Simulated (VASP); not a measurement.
Mg₂Si (antifluorite): the LDA highest Γ mode (no LO-TO splitting) against the volume, with the cell scaled uniformly; LDA's own equilibrium is at 20.348 Å³/atom. VASP (PAW), 400 eV cut-off, 10×10×10 Γ-centred mesh, Gaussian smearing of 0.010 eV, potentials Mg Si.  Fit ln ω as a straight line in ln V.

```json
[
 {"V (Å³/atom)": "17.907", "ln(ω/cm⁻¹)": "5.8869"},
 {"V (Å³/atom)": "18.517", "ln(ω/cm⁻¹)": "5.8340"},
 {"V (Å³/atom)": "19.127", "ln(ω/cm⁻¹)": "5.7803"},
 {"V (Å³/atom)": "19.738", "ln(ω/cm⁻¹)": "5.7268"},
 {"V (Å³/atom)": "20.348", "ln(ω/cm⁻¹)": "5.6724"},
 {"V (Å³/atom)": "20.959", "ln(ω/cm⁻¹)": "5.6173"}
]
```

Fit the rows as the text says and predict the value at 21.569.

The slope is -1.71, a mode Grüneisen parameter of 1.71. The line misses the rows by up to 0.0037 and gives 5.5719 at 21.569. The run gave 5.5612, -0.0107 from the line, so the form doesn't hold that far.

Left out are failed runs and those whose mesh is unfit for this quantity.

The compound is Mg2Si in the antifluorite structure.
